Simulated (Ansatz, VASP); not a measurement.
# Ba8Ti13O34: VASP beside Ansatz

Wanted: the spread between two codes on one cell, functional and k mesh. Of the first pair: The structure shown is frame 40 of Ansatz's trajectory.

Main program and level: Ansatz 0.2.0; plane waves, with VASP 6.6.1 beside it; single point at PBE.

## Step 1: The structure

The cell holds 110 atoms: 16 Ba, 26 Ti and 68 O. Cell: a = 11.891 Å, b = 11.891 Å, c = 11.891 Å, α = 90.0°, β = 90.0°, γ = 90.0°. As first built, before any earlier steps moved the atoms (in the runner's words): 110 atoms (16 Ba, 26 Ti, 68 O) placed at random at 4.67 g/cm^3, melted at 4000 K for 10 ps at fixed volume with the Morse and Coulomb pair potential with partial charges (Pedone, Malavasi, Menziani, Cormack and Segre, J. Phys. Chem. B 110, 11780 (2006)). Quenched from 4000 K to 300 K at 20 K/ps and fixed volume, held 10 ps at zero pressure, then minimised at fixed cell.

## Step 2: Ansatz: dynamics, PBE

Ansatz runs on its default PAW (the set named soft_2) files.

One frame of this run of dynamics is then solved in both programs, so the motion causes no difference.

Input file input.yaml:

```yaml
crystal:
  lattice:
    - [11.89054, 0.0, 0.0]
    - [0.0, 11.89054, 0.0]
    - [0.0, 0.0, 11.89054]
  atoms:
    - { symbol: Ba, position: [0.10246, 0.82659, 0.66328] }
    - { symbol: Ba, position: [0.30773, 0.54684, 0.6124] }
    - { symbol: Ba, position: [0.65959, 0.16516, 0.65676] }
    - { symbol: Ba, position: [0.45796, 0.59228, 0.00658] }
    - { symbol: Ba, position: [0.05826, 0.25891, 0.43918] }
    - { symbol: Ba, position: [0.27557, 0.32159, 0.98473] }
    - { symbol: Ba, position: [0.50957, 0.31842, 0.23838] }
    - { symbol: Ba, position: [0.97604, 0.5639, 0.1647] }
    - { symbol: Ba, position: [0.53539, 0.84161, 0.56502] }
    - { symbol: Ba, position: [0.37687, 0.78548, 0.30531] }
    - { symbol: Ba, position: [0.71347, 0.85752, 0.16704] }
    - { symbol: Ba, position: [0.88772, 0.4209, 0.75897] }
    - { symbol: Ba, position: [0.24683, 0.45864, 0.24432] }
    - { symbol: Ba, position: [0.49715, 0.09611, 0.04782] }
    - { symbol: Ba, position: [0.60516, 0.54415, 0.67059] }
    - { symbol: Ba, position: [0.30712, 0.80616, 0.85699] }
    - { symbol: Ti, position: [0.01835, 0.55212, 0.51025] }
    - { symbol: Ti, position: [0.97013, 0.09502, 0.68306] }
    - { symbol: Ti, position: [0.60233, 0.83465, 0.84169] }
    - { symbol: Ti, position: [0.50957, 0.33877, 0.82733] }
    - { symbol: Ti, position: [0.56185, 0.57078, 0.358] }
    - { symbol: Ti, position: [0.76857, 0.39202, 0.45392] }
    - { symbol: Ti, position: [0.77599, 0.04559, 0.91234] }
    - { symbol: Ti, position: [0.8393, 0.75262, 0.69027] }
    - { symbol: Ti, position: [0.40588, 0.2689, 0.53352] }
    - { symbol: Ti, position: [0.27406, 0.10236, 0.26511] }
    - { symbol: Ti, position: [0.39133, 0.06992, 0.76967] }
    - { symbol: Ti, position: [0.79897, 0.70716, 0.41572] }
    - { symbol: Ti, position: [0.08252, 0.75841, 0.36661] }
    - { symbol: Ti, position: [0.14839, 0.31966, 0.70881] }
[... 74 atom lines left out ...]
    - { symbol: O, position: [0.52036, 0.18745, 0.44485] }
    - { symbol: O, position: [0.27272, 0.12035, 0.42273] }
    - { symbol: O, position: [0.86797, 0.50453, 0.46357] }
    - { symbol: O, position: [0.4336, 0.07533, 0.26868] }
    - { symbol: O, position: [0.83487, 0.0873, 0.78113] }
    - { symbol: O, position: [0.302, 0.22868, 0.18321] }
kpoints:
  mp_grid: { grid: [1, 1, 1] }
hamiltonian:
  xc: pbe
scf:
  occupations: { method: fixed }
output:
  forces: true
md:
  timestep: 1.0
  n_steps: 120
  ensemble: nvt_langevin
  temperature: 600
  initial_velocities: maxwell_boltzmann
  seed: 4736
```

The run is started by

```sh
$ ansatz run input.yaml --threads 4 --pin off --max-ram 8192MiB --backend cpu --events-out ev --progress --plain --runs-dir out
```

Numbers of over 12 decimals in the logs are rounded to 6 here.

Log:

```text
Warning: md: disabling space-group detection — thermal motion breaks the input geometry's symmetry, so no spatial operation reduces the k-mesh or symmetrises the density; time reversal is kept, so that k and −k are solved as one point where they differ and the mesh holds both, and exact exchange and, on two spinor components, a DFT+U term hold to it where the run has them: on two components no moment then forms, and  [...]
Engine: ansatz 0.2.0, aarch64-unknown-linux-gnu
Pseudopotentials: kind: paw
Pseudopotential: Ba, paw, valence charge 10, recommended cutoff 420 eV (normal), Ba.paw.azcp
Pseudopotential: Ti, paw, valence charge 12, recommended cutoff 420 eV (normal), Ti.paw.azcp
Pseudopotential: O, paw, valence charge 6, recommended cutoff 420 eV (normal), O.paw.azcp
Functional definition: PBE
  parameter kappa = 0.804
  parameter beta = 0.066725
  exchange = pbe_x(kappa = kappa, mu = beta*pi^2/3)
  correlation = pbe_c(beta = beta)
Crystal: 110 atoms, lattice volume = 1681.143 Å³
Basis set: ecut = 420 eV, 32795 PW (Γ), exchange–correlation on 160×160×160 points (8 copies of the dense FFT grid, shifted against one another)
Bands: 550, of which v1, the nominal top of the filled ones, is band 440 counted from 1 (439 counted from 0)
Symmetry: 1 space group operations
k-points: 1
Non-local potential: Ba, projectors of the file, l = 0: 3, l = 1: 2, l = 2: 2, l = 3: 2
Non-local potential: Ti, projectors of the file, l = 0: 3, l = 1: 2, l = 2: 3, l = 3: 1
Non-local potential: O, projectors of the file, l = 0: 2, l = 1: 2, l = 2: 1
PAW form: soft (Blöchl's): semilocal exchange-correlation on the pseudo side does not see the compensation charge
PAW one-centre angular grid: Ba, 194 points (default); XC on 64 Gauss nodes
PAW one-centre angular grid: Ti, 590 points (default); XC on 64 Gauss nodes
PAW one-centre angular grid: O, 110 points (default); XC on 64 Gauss nodes
Initial density: superposition of atomic densities (neutral atoms: chi_scale 0, normalization atom), corrected by the library's trained network
Initial wavefunctions: pseudopotential atomic-orbital guess
Functional: x = pbe(κ = 0.804, μ = 0.219515), c = pbe(β = 0.066725)
SCF iter   1: F=—  HF=-198924.298043 eV  |F-HF|=—  |Δ(HF+E_count)|=         —  Δρ=3.82e-3  dr2=2.75e-1  ethr=1.77e-3  ⟨swp⟩=6.0  Hψ=1820  notcnv=0  defer=104
preconditioner: auto → Resta (q_TF=auto, 2.449 Å⁻¹)  ε∞=5.5  [insulator: Δε(μ)=2.426 eV  Ē_g=10.848 eV  n_scr=436 (ndim 8)  ℏωp=22.9 eV  f_vac=0.064  ε∞_Penn≈5.5]
SCF iter   2: F=—  HF=-198924.279783 eV  |F-HF|=—  |Δ(HF+E_count)|=   1.83e-2  Δρ=2.29e-3  dr2=6.93e-2  ethr=3.12e-5  ⟨swp⟩=3.0  Hψ=847  notcnv=0  defer=108
SCF iter   3: F=—  HF=-198924.276697 eV  |F-HF|=—  |Δ(HF+E_count)|=   3.09e-3  Δρ=1.09e-3  dr2=2.43e-2  ethr=7.87e-6  ⟨swp⟩=3.0  Hψ=891  notcnv=0  defer=108
SCF iter   4: F=—  HF=-198924.277464 eV  |F-HF|=—  |Δ(HF+E_count)|=   7.67e-4  Δρ=4.14e-4  dr2=4.79e-3  ethr=2.77e-6  ⟨swp⟩=3.0  Hψ=654  notcnv=0  defer=108
SCF iter   5: F=—  HF=-198924.277415 eV  |F-HF|=—  |Δ(HF+E_count)|=   4.96e-5  Δρ=1.94e-4  dr2=8.47e-4  ethr=5.45e-7  ⟨swp⟩=2.0  Hψ=653  notcnv=0  defer=108
SCF iter   6: F=—  HF=-198924.277510 eV  |F-HF|=—  |Δ(HF+E_count)|=   9.54e-5  Δρ=1.10e-4  dr2=2.40e-4  ethr=9.63e-8  ⟨swp⟩=2.0  Hψ=715  notcnv=0  defer=108
SCF iter   7: F=—  HF=-198924.277544 eV  |F-HF|=—  |Δ(HF+E_count)|=   3.39e-5  Δρ=5.38e-5  dr2=5.77e-5  ethr=2.73e-8  ⟨swp⟩=2.0  Hψ=887  notcnv=0  defer=107
SCF iter   8: F=—  HF=-198924.277494 eV  |F-HF|=—  |Δ(HF+E_count)|=   5.05e-5  Δρ=2.60e-5  dr2=1.41e-5  ethr=6.55e-9  ⟨swp⟩=2.0  Hψ=989  notcnv=0  defer=106
SCF iter   9: F=—  HF=-198924.277499 eV  |F-HF|=—  |Δ(HF+E_count)|=   5.51e-6  Δρ=1.18e-5  dr2=3.19e-6  ethr=1.60e-9  ⟨swp⟩=2.0  Hψ=712  notcnv=0  defer=106
SCF iter  10: F=—  HF=-198924.277501 eV  |F-HF|=—  |Δ(HF+E_count)|=   1.73e-6  Δρ=9.49e-6  dr2=1.83e-6  ethr=3.62e-10  ⟨swp⟩=2.0  Hψ=851  notcnv=0  defer=106
[...]
SCF 1 converged in 12 iterations: F = -198924.277501 eV  dr2 = 7.93e-8
  greatest PAW one-centre occupation: 0.999 electrons in one spin orbital (limit 2), on the Ti atom at site 26 (counted from 0), in its partial waves of l = 0
[...]
preconditioner: auto → Resta (q_TF=auto, 2.449 Å⁻¹)  ε∞=5.7  [insulator: Δε(μ)=2.431 eV  Ē_g=10.549 eV  n_scr=436 (ndim 8)  ℏωp=22.9 eV  f_vac=0.069  ε∞_Penn≈5.7]
SCF iter   2: F=—  HF=-198923.651924 eV  |F-HF|=—  |Δ(HF+E_count)|=   4.70e-3  Δρ=7.09e-4  dr2=7.35e-3  ethr=3.56e-6  ⟨swp⟩=3.0  Hψ=824  notcnv=0  defer=108
SCF iter   3: F=—  HF=-198923.651074 eV  |F-HF|=—  |Δ(HF+E_count)|=   8.50e-4  Δρ=4.13e-4  dr2=3.47e-3  ethr=8.36e-7  ⟨swp⟩=2.0  Hψ=852  notcnv=0  defer=108
SCF iter   4: F=—  HF=-198923.650612 eV  |F-HF|=—  |Δ(HF+E_count)|=   4.62e-4  Δρ=1.55e-4  dr2=5.08e-4  ethr=3.95e-7  ⟨swp⟩=2.0  Hψ=738  notcnv=0  defer=106
SCF iter   5: F=—  HF=-198923.650527 eV  |F-HF|=—  |Δ(HF+E_count)|=   8.51e-5  Δρ=6.68e-5  dr2=8.90e-5  ethr=5.78e-8  ⟨swp⟩=2.0  Hψ=864  notcnv=0  defer=104
SCF iter   6: F=—  HF=-198923.650140 eV  |F-HF|=—  |Δ(HF+E_count)|=   3.87e-4  Δρ=3.68e-5  dr2=2.58e-5  ethr=1.01e-8  ⟨swp⟩=2.0  Hψ=989  notcnv=0  defer=106
SCF iter   7: F=—  HF=-198923.650143 eV  |F-HF|=—  |Δ(HF+E_count)|=   3.20e-6  Δρ=1.76e-5  dr2=6.15e-6  ethr=2.94e-9  ⟨swp⟩=2.0  Hψ=887  notcnv=0  defer=106
SCF iter   8: F=—  HF=-198923.650144 eV  |F-HF|=—  |Δ(HF+E_count)|=   6.50e-7  Δρ=7.96e-6  dr2=1.22e-6  ethr=6.99e-10  ⟨swp⟩=2.0  Hψ=864  notcnv=0  defer=106
SCF iter   9: F=—  HF=-198923.650144 eV  |F-HF|=—  |Δ(HF+E_count)|=   4.29e-7  Δρ=3.31e-6  dr2=2.22e-7  ethr=1.39e-10  ⟨swp⟩=2.0  Hψ=708  notcnv=0  defer=106
SCF iter  10: F=—  HF=-198923.650144 eV  |F-HF|=—  |Δ(HF+E_count)|=   1.39e-7  Δρ=2.34e-6  dr2=1.05e-7  ethr=1.14e-11  ⟨swp⟩=5.0  Hψ=1879  notcnv=0
SCF iter  11: F=-198923.650144 eV  HF=-198923.650144 eV  |F-HF|=6.20e-9  |Δ(HF+E_count)|=   1.32e-8  Δρ=9.17e-7  dr2=1.67e-8  ethr=1.14e-11  ⟨swp⟩=4.0  Hψ=1512  notcnv=0
SCF 121 converged in 11 iterations: F = -198923.650144 eV  dr2 = 1.67e-8
md step   120: t =   120.00 fs  T =   648.5 K  F+E_penalty+E_count = -198923.65014442 eV  E_kin = 9.220594 eV  (11 SCF iters)
SCF converged after 11 iterations
Free energy (F): -198923.650144 eV
Harris-Foulkes:  -198923.650144 eV  (|F-HF|=6.20e-9)
Internal energy: -198923.650144 eV  (E = F + TS)
E sigma→0 (E₀):  -198923.650144 eV
Fermi energy:    7.137257 eV
--- Per-component energies (eV) ---
  E_band       = -6669.394298
  E_kinetic    = 21713.765248
  E_local      = -71194.382612  (includes V_loc(G=0)·N_el)
  E_nonlocal   = 4268.504086
  E_hartree    = 28852.046924
  E_xc         = -10292.172624
  E_vxc        = -11807.145160  (∫ρ·V_xc dr)
  E_paw        = -121540.684244  (= ΣΔE_a)
  E_vpaw       = -7354.397530  (= ΣTr[D̂ρ^β])
  E_aug_tail   = 0.168110  (compensation charges beyond the density's cutoff)
  E_ewald      = -50730.895034
  E_smearing   = -0.000000  (= −TS)
  E_closure    = -0.000000  (closes the sum)
  Σ components = -198923.650144   (vs F -198923.650144, Δ=0.00e0)
--- Forces (eV/Å), atoms counted from 1 ---
  atom   1  Ba    -0.11776212     0.18213569    -0.17271622
  atom   2  Ba     0.38441514    -0.21483664    -0.05764757
  atom   3  Ba     0.38564889     0.27659381     0.17995225
  atom   4  Ba     0.64570172    -0.63514114     0.53149646
  atom   5  Ba    -0.05885333    -0.32292949    -0.39460103
  atom   6  Ba     0.11870322     0.11449470    -0.19009220
  atom   7  Ba     1.15325676     0.34869162    -0.58797238
  atom   8  Ba     0.67708717    -1.52348699     1.03245331
  atom   9  Ba     0.11819984    -1.46569531    -0.02954268
  atom  10  Ba     0.04589543     0.44658626     0.04433381
  atom  11  Ba    -0.11119694     0.13768071    -0.44536135
  atom  12  Ba     0.17998418     0.23166637     0.65561277
  atom  13  Ba    -0.73254782     0.04953477     0.38132705
  atom  14  Ba     0.50622491    -0.25522224     0.09134386
  atom  15  Ba    -0.11451760    -0.12164589     0.97040459
  atom  16  Ba    -0.22364676     0.08356125    -0.00166906
  atom  17  Ti    -1.19463208     1.33896613    -2.97754843
  atom  18  Ti    -0.63204372    -0.82962503     1.49627332
  atom  19  Ti     1.45820537    -1.28504289    -2.31720069
  atom  20  Ti    -1.36515387     2.84500111     0.81265941
  atom  21  Ti     0.82915777    -1.68251624    -1.18243067
  atom  22  Ti    -0.64583752    -0.45169118    -0.55483110
  atom  23  Ti    -0.48010374    -0.72385432     1.74408982
  atom  24  Ti    -0.63864726    -0.18830432    -1.59478148
[...]
atom 103  O     -0.63376098     0.42022267    -1.20791345
  atom 104  O     -0.00926257    -0.23486749     0.36998375
  atom 105  O     -0.30701447    -1.23308180    -0.31457863
  atom 106  O      0.45172366     0.60225343    -0.45122835
  atom 107  O     -1.01477950    -0.43883864     0.32503334
  atom 108  O      0.34319064     0.31346692     0.30360205
  atom 109  O      0.25458564     0.63855477    -0.83921774
  atom 110  O      0.41540032     2.35825558    -1.33586461
  max |Σ_I F_I| component: 5.79e-5 eV/Å
--- MD trajectory: 120 steps, t = 0.0 → 120.0 fs ---
  final state: T = 648.5 K   F+E_penalty+E_count = -198923.65014442 eV   E_kin = 9.220594 eV
```

## Step 3: VASP: single point, PBE, pair 1

The same cell, functional and mesh now go to VASP, with its own data sets.

Lines of VASP's logs that name or quote its potential files are left out, and so is its time.

Input file INCAR:

```
SYSTEM = Ba8Ti13O34
PREC = Accurate
ENCUT = 520
EDIFF = 1E-06
NELM = 120
ISMEAR = 0
SIGMA = 0.01
LREAL = Auto
ALGO = Normal
GGA = PE
NBANDS = 520
LASPH = .TRUE.
LORBIT = 11
LWAVE = .FALSE.
LCHARG = .FALSE.
ISIF = 2
GGA_COMPAT = .FALSE.
EFERMI = MIDGAP
NCORE = 2
```

Input file POSCAR:

```
Ba8Ti13O34
1.0
   11.8905400000      0.0000000000      0.0000000000
    0.0000000000     11.8905400000      0.0000000000
    0.0000000000      0.0000000000     11.8905400000
Ba Ti O
16 26 68
Direct
    0.1031576362      0.8295502139      0.6626696517
    0.3016179248      0.5445505419      0.6113851852
    0.6545287262      0.1760895636      0.6570181001
    0.4653615395      0.5928830818      0.0070728495
    0.0496865575      0.2607030463      0.4332688002
    0.2694579052      0.3126434964      0.9731265359
    0.5060829870      0.3115249602      0.2478861347
    0.9832017722      0.5679725227      0.1669562526
    0.5351817495      0.8451003907      0.5694779211
    0.3652988006      0.7771472111      0.3059238689
    0.7210353777      0.8576986411      0.1735497294
    0.8786648882      0.4138836420      0.7516899989
    0.2457163426      0.4548405707      0.2424364242
    0.4957638593      0.0947055390      0.0496445073
    0.6028153473      0.5397988653      0.6811885751
    0.3166130386      0.8121414166      0.8520807297
    0.0289894319      0.5551556111      0.4991362882
    0.9729751550      0.0993899352      0.6734092817
    0.6146566935      0.8295165737      0.8450499304
    0.5234329139      0.3402116304      0.8331749441
    0.5556097536      0.5748014808      0.3676452037
    0.7595281627      0.3930183154      0.4581373092
    0.7776013537      0.0487614524      0.9107408074
    0.8518200183      0.7447180700      0.6890603791
    0.4023366475      0.2705428013      0.5305646337
    0.2750253563      0.1057227006      0.2602320837
    0.3938425000      0.0563893650      0.7702425626
    0.7926048775      0.7054263305      0.4294758691
    0.0754885817      0.7589478695      0.3661650354
    0.1493708444      0.3050239939      0.7108928610
[... 74 atom lines left out ...]
    0.5223227877      0.1927835069      0.4405939512
    0.2663041376      0.1337029269      0.4208135207
    0.8596245419      0.5025591773      0.4710971915
    0.4409387631      0.0812074136      0.2534451757
    0.8259254836      0.0849246544      0.7649190028
    0.3069835348      0.2381557103      0.1867282731
```

Input file KPOINTS:

```
Automatic mesh
0
Gamma
1 1 1
0 0 0
```

Potentials, in the order of the species: Ba_sv, Ti_sv and O (PBE family, release 64).

The run is started by

```sh
$ mpirun -np 8 vasp_gam
```

Log:

```text
[banner, memory and clock lines left out]
running    8 mpi-ranks, on    1 nodes
[...]
LDA part: xc-table for (Slater+PW92), standard interpolation
 POSCAR, INCAR and KPOINTS ok, starting setup
[...]
entering main loop
       N       E                     dE             d eps       ncg     rms          rms(c)
DAV:   1     0.154901159909E+05    0.15490E+05   -0.48375E+05  1048   0.195E+03
DAV:   2     0.262213587396E+04   -0.12868E+05   -0.12269E+05  1048   0.586E+02
DAV:   3    -0.770025092428E+03   -0.33922E+04   -0.32408E+04  1264   0.260E+02
DAV:   4    -0.112693008379E+04   -0.35690E+03   -0.35552E+03  1456   0.953E+01
[...]
DAV:  19    -0.891243672669E+03   -0.34067E-04   -0.57481E-05  1280   0.159E-02    0.160E-02
DAV:  20    -0.891243680978E+03   -0.83093E-05   -0.28716E-05  1344   0.110E-02    0.712E-03
DAV:  21    -0.891243681403E+03   -0.42476E-06   -0.85595E-06  1224   0.537E-03
   1 F= -.89124368E+03 E0= -.89124368E+03  d E =0.000000E+00
```

From OUTCAR (step 3):

```text
  FREE ENERGIE OF THE ION-ELECTRON SYSTEM (eV)
  ---------------------------------------------------
  free  energy   TOTEN  =      -891.2436814032 eV

  energy  without entropy=     -891.2436814032  energy(sigma->0) =     -891.24368140

[... 1 further part left out ...]
```

This run has no spin polarisation, so a moment on Ti, if there is one, isn't seen. Harder data sets than Ba_sv exist (the GW ones), and pressures, volumes and forces can shift noticeably with them.

## Step 4: Comparison

Known differences besides the potentials themselves: fixed occupations in Ansatz, narrow Gaussian smearing in VASP; the cutoff is 420 eV in Ansatz and 520 eV in VASP (PREC = Accurate, projectors in real space). Total energies have different zeros and are not compared.

Forces on 9 of the 110 atoms, those with the largest forces and the largest differences (eV/Å; atoms numbered as in POSCAR):

| atom | Ansatz x, y, z | VASP x, y, z |
| --- | --- | --- |
| Ba6 | 0.716, 0.464, -0.153 | 0.957, 0.396, -0.189 |
| Ti22 | 0.144, 0.689, -3.502 | 0.111, 0.684, -3.686 |
| Ti29 | -0.909, 0.677, 2.862 | -0.943, 0.656, 2.915 |
| Ti33 | -1.858, 1.363, -0.046 | -1.957, 1.535, 0.008 |
| Ti35 | -1.289, -1.818, -2.346 | -1.326, -1.909, -2.431 |
| Ti39 | -0.705, -3.014, -0.906 | -0.662, -3.044, -0.855 |
| O74 | 0.718, -1.714, -1.486 | 0.765, -1.911, -1.552 |
| O78 | -0.591, 1.014, -0.543 | -0.639, 1.237, -0.515 |
| O81 | 0.622, 2.243, 0.476 | 0.651, 2.517, 0.316 |

The forces differ by 65 meV/Å r.m.s., which is 7.4 % of the r.m.s. force of 0.869 eV/Å (both taken over all components).

## Step 5: Ansatz: dynamics, PBE

One frame of this run of dynamics is then solved in both programs, so the motion causes no difference.

The structure compared here is frame 80 of Ansatz's trajectory.

input.yaml is that of step 2.

The run is started by

```sh
$ ansatz run input.yaml --threads 4 --pin off --max-ram 8192MiB --backend cpu --events-out ev --progress --plain --runs-dir out
```

Log:

```text
[...]
Crystal: 110 atoms, lattice volume = 1681.143 Å³
Basis set: ecut = 420 eV, 32795 PW (Γ), exchange–correlation on 160×160×160 points (8 copies of the dense FFT grid, shifted against one another)
Bands: 550, of which v1, the nominal top of the filled ones, is band 440 counted from 1 (439 counted from 0)
Symmetry: 1 space group operations
k-points: 1
[...]
atom   7  Ba     1.15325676     0.34869162    -0.58797238
  atom   8  Ba     0.67708717    -1.52348699     1.03245331
[...]
atom 107  O     -1.01477950    -0.43883864     0.32503334
  atom 108  O      0.34319064     0.31346692     0.30360205
  atom 109  O      0.25458564     0.63855477    -0.83921774
  atom 110  O      0.41540032     2.35825558    -1.33586461
  max |Σ_I F_I| component: 5.79e-5 eV/Å
--- MD trajectory: 120 steps, t = 0.0 → 120.0 fs ---
[...]
[key lines of the parts left out:]
SCF converged after 11 iterations
Free energy (F): -198923.650144 eV
Fermi energy:    7.137257 eV
```

[end of part 1 of 2]

[Lines on the potential files, build, host, timing and source positions are cut from VASP's logs without a mark.]

[Logs are printed without paths, hosts, clocks, repeated set-up lines and the standing remarks that a program may print on its own settings, such as how far it seeks lower states.]

[Hosts, paths, dates, database ids (printed as entryN), source tags and the programs' standing remarks are cut or masked in the printed files.]
